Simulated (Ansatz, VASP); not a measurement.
# WC (Qusongite): VASP beside Ansatz

Aim: how closely do two programs agree when they are given the same cell, functional and k mesh? The cell is taken from a series of runs on this material, whose earlier steps may have relaxed, scaled, displaced or heated it; both programs get it as it stands.

Program: Ansatz 0.2.0. Level of theory: plane waves, with VASP 6.6.1 beside it; LDA. Results are calculated unless marked as measured.

### Step 1. Starting point

The structure is hexagonal, space group P-6m2 (No. 187). Conventional cell: a = 2.885 Å, b = 2.885 Å, c = 2.811 Å, α = 90.00°, β = 90.00°, γ = 120.00°. Nearest to W lie 6 C at 2.18 Å. C has 6 W at 2.18 Å nearest. Farther neighbours are not listed.

### Step 2. Ansatz: relaxation of cell and atoms, LDA, pair 1

Ansatz runs on its PAW soft_1 files.

The relaxed volume is the usual yardstick between codes: in a stiff, nearly cubic crystal its relative difference is about their pressure difference at one cell divided by the bulk modulus.

The input, input.yaml:

```yaml
crystal:
  lattice:
    - [2.8853862745, 0.0, 0.0]
    - [-1.4426931373, 2.4988178135, 0.0]
    - [0.0, 0.0, 2.8109142861]
  atoms:
    - { symbol: W, position: [0.0, 0.0, 0.0] }
    - { symbol: C, position: [0.6666666667, 0.3333333333, 0.5] }
kpoints:
  mp_grid: { grid: [18, 18, 14] }
hamiltonian:
  xc: lda
  pseudopotentials: { kind: paw, azcp: { folder: soft_1 }, xc_functional: pbe }
scf:
  occupations: { method: gaussian, width: 0.1 }
  lower_state_search: "off"
output:
  forces: true
  stress: true
  eigenvalues: true
relax:
  adjacent_minimum: "off"
  f_tol: 0.005
  max_steps: 80
  cell: { stress_tol: 0.05 }
```

Started as:

```bash
$ ansatz run input.yaml --threads 18 --pin off --max-ram 92160MiB --backend cuda --events-out ev --progress --plain --runs-dir out --max-vram 78GiB
```

Numbers of over 12 decimals in the logs are rounded to 6 here.

The program printed:

```text
Engine: ansatz 0.2.0, aarch64-unknown-linux-gnu
Pseudopotentials: kind: paw
Pseudopotential: W, paw, valence charge 14, recommended cutoff 420 eV (normal), soft_1/W.paw.azcp
Pseudopotential: C, paw, valence charge 4, recommended cutoff 420 eV (normal), soft_1/C.paw.azcp
Functional definition: SPW92
  exchange = slater_x
  correlation = pw_c
[...]
Crystal: 2 atoms, lattice volume = 20.267 Å³
Basis set: ecut = 420 eV, 405 PW (Γ)
Bands: 13, of which v1, the nominal top of the filled ones, is band 9 counted from 1 (8 counted from 0)
Symmetry: 12 space group operations
Space group: P-6m2 (ITA 187), of the structure as read, at distance tolerance 2.7e-5 Å
k-points: 296 of 4536 (time reversal used)
Non-local potential: W, projectors of the file, l = 0: 3, l = 1: 2, l = 2: 2, l = 3: 1
Non-local potential: C, projectors of the file, l = 0: 2, l = 1: 2, l = 2: 1
PAW form: soft (Blöchl's): semilocal exchange-correlation on the pseudo side does not see the compensation charge
PAW frozen core: W, regenerated for the run's functional, and the local potential with it (the file was generated under x = pbe(κ = 0.804, μ = 0.219515), c = pbe(β = 0.066725))
PAW frozen core: C, regenerated for the run's functional, and the local potential with it (the file was generated under x = pbe(κ = 0.804, μ = 0.219515), c = pbe(β = 0.066725))
PAW one-centre angular grid: W, 590 points (default); XC on 64 Gauss nodes
PAW one-centre angular grid: C, 110 points (default); XC on 64 Gauss nodes
Initial density: superposition of atomic densities (chi_scale 0.1, normalization cell, long waves kept (reshape's long-wave potential 0.00 eV rms))
Initial wavefunctions: pseudopotential atomic-orbital guess
[...]
Functional: x = slater, c = lda
SCF iter   1: F=—  HF=-10375.429103 eV  |F-HF|=—  |Δ(HF+E_count)|=         —  Δρ=1.34e-1  dr2=4.85e0  ethr=3.10e-3  ⟨swp⟩=5.0  Hψ=18475  notcnv=0
preconditioner: auto → none  [metal: Δε(μ)=0.027 eV  Ē_g=10.937 eV  σ=0.100 eV  W_gap=0.15  n_scr=8 (ndim 8)  ℏωp=26.1 eV  f_vac=0.000  D(μ)=0.21/eV (n_scr^D=0)  sad-step TF]
SCF iter   2: F=—  HF=-10374.814574 eV  |F-HF|=—  |Δ(HF+E_count)|=   6.15e-1  Δρ=9.41e-2  dr2=2.45e0  ethr=3.10e-3  ⟨swp⟩=2.0  Hψ=7384  notcnv=0
[...]
SCF iter   6: F=-10374.181219 eV  HF=-10374.181219 eV  |F-HF|=1.77e-8  |Δ(HF+E_count)|=   1.26e-7  Δρ=2.18e-5  dr2=4.36e-8  ethr=5.56e-10  ⟨swp⟩=4.2  Hψ=20655  notcnv=0
SCF 1 converged in 6 iterations: F = -10374.181219 eV  dr2 = 4.36e-8
  greatest PAW one-centre occupation: 0.999 electrons in one spin orbital (limit 2), on the W atom at site 0 (counted from 0), in its partial waves of l = 0
relax step   1: F+E_penalty+E_count = -10374.18121947 eV  Δ(F+E_penalty+E_count) = +0.000e0 eV  max|allowed force component| = 1.480e-16 eV/Å  Δτ_max = 0.0000 Å  P = -0.087 GPa  Ω = 20.267 Å³  (6 SCF iters, dr2 threshold 1.00e-7 eV, accepted)
[...]
relax step   2: F+E_penalty+E_count = -10374.18106896 eV  Δ(F+E_penalty+E_count) = +1.505e-4 eV  max|allowed force component| = 1.503e-17 eV/Å  Δτ_max = 0.0000 Å  P = +0.212 GPa  Ω = 20.245 Å³  energy of the carried Pulay correction = +3.217e-5 eV  (6 SCF iters, dr2 threshold 2.00e-7 eV, rejected (line search))
[...]
relax step   3: F+E_penalty+E_count = -10374.18127714 eV  Δ(F+E_penalty+E_count) = -5.767e-5 eV  max|allowed force component| = 2.591e-16 eV/Å  Δτ_max = 0.0000 Å  P = -0.001 GPa  Ω = 20.260 Å³  energy of the carried Pulay correction = +9.564e-6 eV  (6 SCF iters, accepted)
[...]
relax step   4: F+E_penalty+E_count = -10374.18127451 eV  Δ(F+E_penalty+E_count) = +2.635e-6 eV  max|allowed force component| = 2.220e-16 eV/Å  Δτ_max = 0.0000 Å  P = -0.001 GPa  Ω = 20.260 Å³  stress off target by 2.81e-3 GPa  SCF on the basis re-selected at this cell (its energy is not comparable with the rows above)  (7 SCF iters)
basis re-selected at this cell: Δ(F+E_penalty+E_count) = +2.635e-6 eV, ΔP = -0.001 GPa vs the last step (what re-selecting the basis moved, of the pressure what is left beyond the Pulay correction that the steps carried, after the strain that the cell walked since its last selection, with what the two solves' SCF thresholds leave and, on support functions, any second-order correction that the steps lacked; it is no m [...]
SCF converged after 7 iterations
Free energy (F): -10374.181275 eV
Harris-Foulkes:  -10374.181275 eV  (|F-HF|=3.64e-12)
Internal energy: -10374.180071 eV  (E = F + TS)
E sigma→0 (E₀):  -10374.180673 eV
Entropy (-TS):   -0.001203 eV (-0.602 meV/atom)
Fermi energy:    20.689372 eV
--- Per-component energies (eV) ---
  E_band       = -56.700279
  E_kinetic    = 512.004615
  E_local      = -591.849995  (includes V_loc(G=0)·N_el)
  E_nonlocal   = 4.008606
  E_hartree    = 243.258052
  E_xc         = -314.492141
  E_vxc        = -291.733321  (∫ρ·V_xc dr)
  E_paw        = -8416.782570  (= ΣΔE_a)
  E_vpaw       = -175.646448  (= ΣTr[D̂ρ^β])
  E_aug_tail   = 0.000159  (compensation charges beyond the density's cutoff)
  E_ewald      = -1810.672879
  E_core_change = 0.346082  (= ΣΔE_core)
  E_smearing   = -0.001203  (= −TS)
  E_closure    = 0.000000  (closes the sum)
  Σ components = -10374.181275   (vs F -10374.181275, Δ=0.00e0)
--- Forces (eV/Å), atoms counted from 1 ---
  atom   1  W      0.00000000     0.00000000     0.00000000
  atom   2  C      0.00000000     0.00000000     0.00000000
  max |Σ_I F_I| component: 4.44e-16 eV/Å
--- Stress (GPa, compression-positive) ---
       -0.002814       0.000000       0.000000
        0.000000      -0.002814       0.000000
        0.000000       0.000000       0.001829
  P = ⅓ Tr σ = -0.0013 GPa (-0.013 kbar)
--- Band table (eV; the first three rows and the last of 296) ---
  k-point 0: bands = [... 5 lower, 16.2230, 17.2289, 17.2289, 20.7954, 23.9732, 23.9732, 26.4012, 26.4012]
  k-point 1: bands = [... 5 lower, 16.1737, 17.2873, 17.2873, 20.7733, 23.5142, 23.5142, 26.6781, 26.6781]
  k-point 2: bands = [... 5 lower, 15.9439, 17.4565, 17.4565, 20.8497, 22.6111, 22.6111, 26.9938, 26.9938]
  k-point 295: bands = [... 5 lower, 13.2548, 15.2170, 19.1342, 20.0204, 25.2016, 27.3605, 28.4842, 30.0390]
--- Relaxed structure (3 steps of the walk, 2 accepted, 1 SCFs on fresh bases) ---
  F+E_penalty+E_count = -10374.18127451 eV   max|allowed force component| = 2.220e-16 eV/Å   (the final SCF, on the basis selected at the relaxed cell)
  cell:  # Å, volume = 20.2602 Å³
    - [2.883910, 2.8852773806492642e-11, 0.0]
    - [-1.441955, 2.497539, 0.0]
    - [0.0, 0.0, 2.812873]
  atoms:
    - { symbol: W, position: [-3.700743415524894e-17, 0, 0.0] }
    - { symbol: C, position: [0.666667, 0.333333, 0.500000] }
```

In the SCF lines HF is the Harris–Foulkes energy and dr2 the Hartree energy of the density residual, in eV; the loop may stop once dr2 is under the threshold and the program's other checks hold. Hψ counts applications of the Hamiltonian.

### Step 3. VASP: relaxation of cell and atoms, LDA, pair 1

The same cell, functional (in two slightly different forms), mesh and smearing now go to VASP, with its own data sets.

Lines of VASP's logs that name or quote its potential files are left out, and so is its time.

The input, INCAR:

```
SYSTEM = WC
PREC = Accurate
ENCUT = 600
EDIFF = 1E-07
NELM = 120
ISMEAR = 0
SIGMA = 0.1
LREAL = .FALSE.
ALGO = Normal
GGA = PW92
NBANDS = 11
LASPH = .TRUE.
LORBIT = 11
LWAVE = .FALSE.
LCHARG = .FALSE.
ISIF = 3
IBRION = 2
NSW = 80
EDIFFG = -0.005
GGA_COMPAT = .FALSE.
NELMIN = 4
```

The input, POSCAR:

```
WC
1.0
    2.8853860000      0.0000000000      0.0000000000
   -1.4426930000      2.4988180000      0.0000000000
    0.0000000000      0.0000000000      2.8109140000
W C
1 1
Direct
    0.0000000000      0.0000000000      0.0000000000
    0.6666666667      0.3333333333      0.5000000000
```

The input, KPOINTS:

```
Automatic mesh
0
Gamma
18 18 14
0 0 0
```

PAW data sets: W and C (LDA family, release 64).

Started as:

```bash
$ mpirun -np 1 vasp_std
```

The program printed:

```text
[banner, memory and clock lines left out]
running    1 mpi-ranks, on    1 nodes
 distrk:  each k-point on    1 cores,    1 groups
 distr:  one band on    1 cores,    1 groups

 POSCAR found type information on POSCAR W C
 POSCAR found :  2 types and       2 ions
|                                                                             |
|               ----> ADVICE to this user running VASP <----                  |
|                                                                             |
|     You enforced a specific xc type in the INCAR file but a different       |
|     [... a line on the potential file left out ...]
|     I HOPE YOU KNOW WHAT YOU ARE DOING!                                     |
|                                                                             |

 LDA part: xc-table for (Slater(with rela. corr.)+PW92), standard interpolation
 POSCAR, INCAR and KPOINTS ok, starting setup
 FFT: planning ... GRIDC
 FFT: planning ... GRID_SOFT
 FFT: planning ... GRID
 WAVECAR not read
 entering main loop
       N       E                     dE             d eps       ncg     rms          rms(c)
DAV:   1     0.234598047979E+02    0.23460E+02   -0.54772E+03  6512   0.922E+02
DAV:   2    -0.260688607704E+02   -0.49529E+02   -0.47361E+02  7662   0.202E+02
DAV:   3    -0.279759799057E+02   -0.19071E+01   -0.18908E+01  8036   0.339E+01
DAV:   4    -0.279858384293E+02   -0.98585E-02   -0.98561E-02  7094   0.289E+00
DAV:   5    -0.279858694747E+02   -0.31045E-04   -0.31044E-04  7773   0.166E-01    0.350E+01
DAV:   6    -0.249552158108E+02    0.30307E+01   -0.13921E+01  7496   0.224E+01    0.110E+01
DAV:   7    -0.248676259811E+02    0.87590E-01   -0.70216E-01  6665   0.678E+00    0.843E+00
DAV:   8    -0.248223943376E+02    0.45232E-01   -0.10803E-01  7153   0.248E+00    0.248E+00
DAV:   9    -0.248156428187E+02    0.67515E-02   -0.15995E-02  7031   0.809E-01    0.104E-01
DAV:  10    -0.248155528969E+02    0.89922E-04   -0.72258E-04  7423   0.240E-01    0.154E-01
DAV:  11    -0.248155416903E+02    0.11207E-04   -0.53839E-05  7528   0.517E-02    0.724E-03
DAV:  12    -0.248155409774E+02    0.71289E-06   -0.29728E-06  7247   0.118E-02    0.962E-03
DAV:  13    -0.248155409545E+02    0.22937E-07   -0.22220E-07  5248   0.456E-03
   1 F= -.24815541E+02 E0= -.24814885E+02  d E =-.248155E+02
[...]
2 F= -.24815477E+02 E0= -.24814856E+02  d E =0.641769E-04
[...]
3 F= -.24815630E+02 E0= -.24814991E+02  d E =-.890069E-04
[...]
4 F= -.24815623E+02 E0= -.24814985E+02  d E =0.702653E-05
 trial-energy change:    0.000007  1 .order    0.000007   -0.000009    0.000023
 step:   0.2504(harm=  0.2504)  dis= 0.00000  next Energy=   -24.815631 (dE=-0.127E-05)
 bond charge predicted
       N       E                     dE             d eps       ncg     rms          rms(c)
DAV:   1    -0.248156340185E+02   -0.11084E-04   -0.14497E-04  6686   0.970E-02    0.402E-02
DAV:   2    -0.248156319422E+02    0.20763E-05   -0.17381E-06  7322   0.109E-02    0.217E-02
DAV:   3    -0.248156311717E+02    0.77052E-06   -0.15823E-06  7172   0.932E-03    0.153E-03
DAV:   4    -0.248156311689E+02    0.27356E-08   -0.25437E-08  3304   0.132E-03
   5 F= -.24815631E+02 E0= -.24814992E+02  d E =-.120755E-05
 curvature:  -0.13 expect dE=-0.214E-09 dE for cont linesearch -0.207E-09
 trial: gam=-0.01191 g(F)=  0.828E-45 g(S)=  0.167E-08 ort = 0.130E-06 (trialstep = 0.759E+00)
 search vector abs. value=  0.155E-09
 reached required accuracy - stopping structural energy minimisation
```

OUTCAR, selected parts (step 3):

```text
ion  position               nearest neighbor table
   1  0.000  0.000  0.000-   2 2.18   2 2.18   2 2.18   2 2.18   2 2.18   2 2.18
   2  0.667  0.333  0.500-   1 2.18   1 2.18   1 2.18   1 2.18   1 2.18   1 2.18

  LATTYP: Found a hexagonal cell.
 ALAT       =     2.8853860000
 C/A-ratio  =     0.9741899351

 Subroutine GETGRP returns: Found 12 space group operations
 (whereof 12 operations were pure point group operations)

The static configuration has the point symmetry D_3h.

 Found    296 irreducible k-points:

   k-points           NKPTS =    296   k-points in BZ     NKDIM =    296   number of bands    NBANDS=     11

   dimension x,y,z NGX =    24 NGY =   24 NGZ =   24
   dimension x,y,z NGXF=    48 NGYF=   48 NGZF=   48

   ENCUT  =  600.0 eV  44.10 Ry    6.64 a.u.   5.76  5.76  5.61*2*pi/ulx,y,z

   NELECT =      10.0000    total number of electrons

 k-points in reciprocal lattice and weights: Automatic mesh
   0.00000000  0.00000000  0.00000000       0.000
   0.05555556  0.00000000  0.00000000       0.001
   0.11111111  0.00000000  0.00000000       0.001
   0.16666667 -0.00000000  0.00000000       0.001
   0.22222222  0.00000000  0.00000000       0.001
   0.27777778  0.00000000  0.00000000       0.001
   0.33333333  0.00000000  0.00000000       0.001
   0.38888889 -0.00000000  0.00000000       0.001
   0.44444444  0.00000000  0.00000000       0.001
[...]
0.33333333  0.27777778  0.50000000       0.003
   0.33333333  0.33333333  0.50000000       0.000

 average (electrostatic) potential at core
       1 -37.2269       2 -49.9389

 E-fermi :   8.6022

 k-point     1 :       0.0000    0.0000    0.0000
  band No.  band energies     occupation
      1      -5.8624      2.00000
      2       4.1289      2.00000
      3       5.1498      2.00000
      4       5.1498      2.00000
      5       8.7544      0.03128
      6      11.8483      0.00000
      7      11.8483      0.00000
      8      14.3537      0.00000
      9      14.3537      0.00000
    ...

 k-point     2 :       0.0556    0.0000    0.0000
  band No.  band energies     occupation
      1      -5.7818      2.00000
      2       4.1601      2.00000
      3       5.0329      2.00000
      4       5.2295      2.00000
      5       8.4780      1.92088
      6      11.8177      0.00000
      7      12.1510      0.00000
      8      14.1868      0.00000
      9      14.2947      0.00000
     10      15.6610      0.00000
    ...

 k-point     3 :       0.1111    0.0000    0.0000
  band No.  band energies     occupation
      1      -5.5454      2.00000
      2       4.1404      2.00000
      3       4.8352      2.00000
      4       5.4628      2.00000
      5       7.8660      2.00000
      6      11.7307      0.00000
      7      12.8313      0.00000
      8      13.7440      0.00000
      9      14.1338      0.00000
     10      16.3238      0.00000
    ...

  Total       -0.0001801     -0.0001801     -0.0000648      0.0000000     -0.0000000     -0.0000000
  in kB       -0.0142395     -0.0142395     -0.0051197      0.0000000     -0.0000000     -0.0000000
  external PRESSURE =      -0.0111996 kB  Pullay stress =       0.0000000 kB

  energy-cutoff  :      600.00
  volume of cell :       20.26
      direct lattice vectors                 reciprocal lattice vectors
     2.883624598 -0.000000000 -0.000000000     0.346785778  0.200216828 -0.000000000
    -1.441812299  2.497292581 -0.000000000     0.000000000  0.400433657  0.000000000
     0.000000000 -0.000000000  2.813966007     0.000000000  0.000000000  0.355370320

 POSITION                                       TOTAL-FORCE (eV/Angst)
 -----------------------------------------------------------------------------------
     -0.00000      0.00000     -0.00000         0.000000     -0.000000      0.000000
      1.44181      0.83243      1.40698        -0.000000      0.000000     -0.000000
 -----------------------------------------------------------------------------------
    total drift:                               -0.000000      0.000006      0.000000

  FREE ENERGIE OF THE ION-ELECTRON SYSTEM (eV)
  ---------------------------------------------------
  free  energy   TOTEN  =       -24.8156311689 eV

  energy  without entropy=      -24.8143532551  energy(sigma->0) =      -24.81499221

 reached required accuracy - stopping structural energy minimisation

 total charge
# of ion       s       p       d       tot
------------------------------------------
    1        0.639   0.907   4.432   5.979
    2        0.847   1.593   0.000   2.440
--------------------------------------------------
tot          1.486   2.500   4.432   8.418

[... 3 further parts left out ...]
```

CONTCAR:

```
WC
   1.00000000000000
     2.8836245983743582   -0.0000000000000000   -0.0000000000000000
    -1.4418122991871791    2.4972925806690229   -0.0000000000000000
     0.0000000000000000   -0.0000000000000000    2.8139660065722247
  W               C
     1     1
Direct
     0.0000000000000000    0.0000000000000000    0.0000000000000000
     0.6666666667000030    0.3333333332999970    0.5000000000000000
```

The data set W keeps the semicore shell frozen, which is cheaper and a little less accurate.

### Step 4. Differences

Known differences besides the potentials themselves: the data sets hold 18 valence electrons in Ansatz (on its PAW soft_1 files) and 10 in VASP; the cutoff is 420 eV in Ansatz and 600 eV in VASP; VASP's log shows a relativistic correction to its local exchange, Ansatz's none; Ansatz adds a Pulay correction to the stress that steers its cell, VASP none. Total energies have different zeros and are not compared.

Both answers:

```tsv
quantity	Ansatz	VASP	difference
volume (Å³)	20.26	20.26	-0.02 %
edge a after relaxation, in the typed setting (Å)	2.884	2.884	+0.01 %
edge c after relaxation, in the typed setting (Å)	2.813	2.814	-0.04 %
```

(Continued in part 2 of 2.)

[Lines on the potential files, build, host, timing and source positions are cut from VASP's logs without a mark.]

[Logs are printed without paths, hosts, clocks, repeated set-up lines and the standing remarks that a program may print on its own settings, such as how far it seeks lower states.]

[Hosts, paths, dates, database ids (printed as entryN), source tags and the programs' standing remarks are cut or masked in the printed files.]
